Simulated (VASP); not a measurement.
Energy against volume of CaO (rock salt). Computed with SCAN meta-GGA, VASP's PBE PAW potentials (set 64) (plane waves; VASP).

```
V (Å³/atom)  E (eV/atom)
-----------  -----------
13.021         -11.15895
13.437         -11.17329
13.852         -11.17711
14.268         -11.17177
14.684         -11.15849
```

### Question
Fit a third-order Birch-Murnaghan equation of state.

### Answer

The volume per atom is 13.81 Å³/atom and the bulk modulus comes out as 119 GPa. The pressure derivative of the bulk modulus comes out as 3.67 and the lattice constant a is 4.798 Å.

Measured: a 4.781 Å at 0 K (computed value off by +0.4 %), as given by Wei Chen et al., Physical Review Materials (2018), doi:10.1103/physrevmaterials.2.073803 [zero-point anharmonic expansion removed].

The compound is CaO in the rock salt structure. It was relaxed first.
